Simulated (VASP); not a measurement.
Computed with PBE GGA, VASP's PBE PAW potentials (set 64) (plane waves; VASP).

The input files of a VASP run:

**INCAR**
```
SYSTEM  =  MnS
PREC  =  Accurate; ENCUT  =  520; LREAL  =  .FALSE.
LASPH  =  .TRUE.
EDIFF  =  1E-7; NELM  =  100; ALGO  =  Normal
LMAXMIX  =  4
ISMEAR  =  0; SIGMA  =  0.05
GGA  =  PE
MAGMOM  =  4.1 -4.1 0.0 0.0
ISPIN  =  2
IBRION  =  2; NSW  =  30; ISIF  =  4
EDIFFG  =  -0.01
LWAVE  =  .FALSE.; LCHARG  =  .FALSE.; LORBIT  =  10
```

### POSCAR
```
MnS
1
    5.2285787930     2.6080704321     2.6080704321
    2.6080704321     5.2285787930     2.6080704321
    2.6080704321     2.6080704321     5.2285787930
Mn S
2 2
Direct
  0.0000000000   0.0000000000   0.0000000000
  0.5000000000   0.5000000000   0.5000000000
  0.2500000000   0.2500000000   0.2500000000
  0.7500000000   0.7500000000   0.7500000000
```

### KPOINTS
```
Automatic mesh
0
Gamma
7 7 7
0 0 0
```

POTCAR, in this order: Mn_pv S (PBE.64 set). Program: vasp_std.

What VASP printed:

### OUTCAR
```
 ion  position               nearest neighbor table
   1  0.000  0.000  0.000-   4 2.62   4 2.62   4 2.62   3 2.62   3 2.62   3 2.62
   2  0.500  0.500  0.500-   3 2.62   3 2.62   3 2.62   4 2.62   4 2.62   4 2.62
   3  0.250  0.250  0.250-   1 2.62   1 2.62   1 2.62   2 2.62   2 2.62   2 2.62
   4  0.750  0.750  0.750-   2 2.62   2 2.62   2 2.62   1 2.62   1 2.62   1 2.62
  LATTYP: Found a trigonal (rhomboedric) cell.
 ALAT       =     6.3986013278
 COS(alpha) =     0.8322737660
 Subroutine PRICEL returns following result:
  LATTYP: Found a trigonal (rhomboedric) cell.
 ALAT       =     3.6971687509
 COS(alpha) =     0.4976197565
 Subroutine GETGRP returns: Found 12 space group operations
The static configuration has the point symmetry D_3d.
The dynamic configuration has the point symmetry D_3d.
The overall configuration has the point symmetry D_3d.
 Subroutine INISYM returns: Found 12 space group operations
 Subroutine IBZKPT returns following result:
 Found     44 irreducible k-points:

 Following reciprocal coordinates:
            Coordinates               Weight
  0.000000  0.000000  0.000000      1.000000
  0.142857  0.000000  0.000000      6.000000
  0.285714 -0.000000 -0.000000      6.000000
  0.428571 -0.000000 -0.000000      6.000000
  0.142857  0.142857  0.000000      6.000000
  0.285714  0.142857  0.000000     12.000000
  0.428571  0.142857 -0.000000     12.000000
 -0.428571  0.142857  0.000000     12.000000
 -0.285714  0.142857 -0.000000     12.000000
 -0.142857  0.142857  0.000000      6.000000
  0.285714  0.285714 -0.000000      6.000000
  0.428571  0.285714  0.000000     12.000000
 -0.428571  0.285714 -0.000000     12.000000
 -0.285714  0.285714  0.000000      6.000000
  0.428571  0.428571  0.000000      6.000000
 -0.428571  0.428571  0.000000      6.000000
  0.142857  0.142857  0.142857      2.000000
  0.285714  0.142857  0.142857      6.000000
...
```

OSZICAR:
```
       N       E                     dE             d eps       ncg     rms          rms(c)
DAV:   1     0.373021646247E+03    0.37302E+03   -0.21424E+04  4312   0.177E+03
DAV:   2     0.567131669229E+01   -0.36735E+03   -0.36265E+03  4090   0.474E+02
DAV:   3    -0.293957899645E+02   -0.35067E+02   -0.34327E+02  5940   0.132E+02
DAV:   4    -0.305590089995E+02   -0.11632E+01   -0.11074E+01  4671   0.224E+01
DAV:   5    -0.305873427245E+02   -0.28334E-01   -0.28328E-01  5121   0.399E+00    0.153E+01
DAV:   6    -0.283998501855E+02    0.21875E+01   -0.27037E+01  5433   0.471E+01    0.149E+01
DAV:   7    -0.283858289822E+02    0.14021E-01   -0.22483E+00  5044   0.172E+01    0.835E+00
DAV:   8    -0.283909150149E+02   -0.50860E-02   -0.28510E-01  5623   0.493E+00    0.416E+00
DAV:   9    -0.283815787273E+02    0.93363E-02   -0.50390E-02  5230   0.227E+00    0.409E-01
DAV:  10    -0.283837079144E+02   -0.21292E-02   -0.10125E-02  5163   0.649E-01    0.226E-01
DAV:  11    -0.283839549037E+02   -0.24699E-03   -0.70283E-04  4461   0.229E-01    0.123E-01
DAV:  12    -0.283840263291E+02   -0.71425E-04   -0.41765E-04  5188   0.101E-01    0.847E-02
DAV:  13    -0.283840528840E+02   -0.26555E-04   -0.36987E-05  4747   0.676E-02    0.421E-02
DAV:  14    -0.283840579793E+02   -0.50952E-05   -0.36958E-05  4741   0.474E-02    0.166E-02
DAV:  15    -0.283840601132E+02   -0.21339E-05   -0.20878E-06  4538   0.147E-02    0.490E-03
DAV:  16    -0.283840602141E+02   -0.10094E-06   -0.17536E-07  3621   0.339E-03    0.338E-03
DAV:  17    -0.283840601382E+02    0.75976E-07   -0.61211E-08  2717   0.183E-03
   1 F= -.28384060E+02 E0= -.28384060E+02  d E =-.283841E+02  mag=    -0.0000
       N       E                     dE             d eps       ncg     rms          rms(c)
DAV:   1    -0.283847294333E+02   -0.66922E-03   -0.26656E-02  4118   0.137E+00    0.184E-01
DAV:   2    -0.283843778625E+02    0.35157E-03   -0.64055E-04  4540   0.258E-01    0.107E-01
DAV:   3    -0.283842681740E+02    0.10969E-03   -0.12364E-04  5644   0.126E-01    0.576E-02
DAV:   4    -0.283842486676E+02    0.19506E-04   -0.41298E-05  5426   0.509E-02    0.163E-02
DAV:   5    -0.283842488802E+02   -0.21263E-06   -0.19547E-06  4503   0.136E-02    0.105E-02
DAV:   6    -0.283842490092E+02   -0.12895E-06   -0.14791E-07  4122   0.351E-03    0.416E-03
DAV:   7    -0.283842490201E+02   -0.10912E-07   -0.45111E-08  2703   0.215E-03
   2 F= -.28384249E+02 E0= -.28384249E+02  d E =-.188882E-03  mag=     0.0000
```

File OUTCAR:
```
------------------------ aborting loop because EDIFF is reached ----------------------------------------
  FORCE on cell =-STRESS in cart. coord.  units (eV):
  Direction    XX          YY          ZZ          XY          YZ          ZX
  --------------------------------------------------------------------------------------
  Total       -1.8438459     -1.8438459     -1.8438459     -0.0335603     -0.0335603     -0.0335603
  in kB      -41.1876790    -41.1876790    -41.1876790     -0.7496671     -0.7496671     -0.7496671
  external PRESSURE =     -41.1876790 kB  Pullay stress =       0.0000000 kB
  volume of cell :       71.72
      direct lattice vectors                 reciprocal lattice vectors
     5.224973110  2.602650798  2.602650798     0.286185835 -0.095155542 -0.095155542
     2.602650798  5.224973110  2.602650798    -0.095155542  0.286185835 -0.095155542
     2.602650798  2.602650798  5.224973110    -0.095155542 -0.095155542  0.286185835
 POSITION                                       TOTAL-FORCE (eV/Angst)
 -----------------------------------------------------------------------------------
      5.22497      2.60265      2.60265         0.000000     -0.000000     -0.000000
      5.21514      5.21514      5.21514        -0.000000      0.000000     -0.000000
      2.60757      2.60757      2.60757        -0.000000     -0.000000      0.000000
      7.82271      7.82271      7.82271         0.000000     -0.000000      0.000000
 -----------------------------------------------------------------------------------
    total drift:                                0.000000      0.000000      0.000000
  FREE ENERGIE OF THE ION-ELECTRON SYSTEM (eV)
  ---------------------------------------------------
  free  energy   TOTEN  =       -28.3842490201 eV

  energy  without entropy=      -28.3842490201  energy(sigma->0) =      -28.38424902

 total charge

# of ion       s       p       d       tot
------------------------------------------
    1        0.207   6.152   4.942  11.302
    2        0.207   6.152   4.942  11.302
    3        1.326   2.401   0.000   3.727
    4        1.326   2.401   0.000   3.727
--------------------------------------------------
tot          3.066  17.107   9.885  30.057

 magnetization (x)

# of ion       s       p       d       tot
------------------------------------------
    1        0.020   0.015   4.181   4.216
    2       -0.020  -0.015  -4.181  -4.216
    3        0.000   0.000   0.000   0.000
    4        0.000   0.000   0.000   0.000
--------------------------------------------------
tot          0.000   0.000  -0.000  -0.000

 reached required accuracy - stopping structural energy minimisation
```
(Selected blocks of OUTCAR.)

File CONTCAR:
```
MnS
   1.00000000000000
     5.2249731104010513    2.6026507984651284    2.6026507984651284
     2.6026507984651284    5.2249731104010513    2.6026507984651284
     2.6026507984651284    2.6026507984651284    5.2249731104010513
  Mn              S
     2     2
Direct
     1.0000000000000000    0.0000000000000000    0.0000000000000000
     0.5000000000000000    0.5000000000000000    0.5000000000000000
     0.2500000000000000    0.2500000000000000    0.2500000000000000
     0.7500000000000000    0.7500000000000000    0.7500000000000000
```

The compound is MnS in the rock salt, AFM-II order structure. This cell is one point of a volume scan, at 1.06 of the reference volume. Symmetry was kept, so distortions that lower it aren't found.
